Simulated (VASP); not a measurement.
YSi (relaxed from the NiAs type structure, space group P6_3/mmc): computed properties

Computed with PBE GGA, VASP's PBE PAW potentials (set 64) (plane waves; VASP).

```
Property                                                                                  Value
----------------------------------  -----------------------------------------------------------
space group                                                                      P6_3/mmc (194)
cell                                a = b = 3.8460 Å, c = 7.8327 Å, α = β = 90.00°, γ = 120.00°
volume per atom                                                                   25.08 Å³/atom
band gap (over mesh and band path)                     none (metal, semimetal or under 0.01 eV)
density                                                                              3.87 g/cm³
```

YSi has the hexagonal space group P6₃/mmc (No. 194), the NiAs type structure, Pearson symbol hP4. Cell: a = b = 3.846 Å, c = 7.833 Å, α = β = 90.00°, γ = 120.00°. Y on 2a sees 6 Si at 2.961 Å (octahedral). Si on 2c sees 6 Y at 2.961 Å (trigonal prismatic). (Neighbours: up to the widest gap in distance over summed covalent radii, below 1.35, at either atom; cation-cation and far metal-metal contacts left out.)

The structure was generated: YSi was put into the NiAs type type (P6_3/mmc), which need not be its known phase. It was relaxed first, which changed the volume by -24 %. Symmetry was kept, so distortions that lower it aren't found.
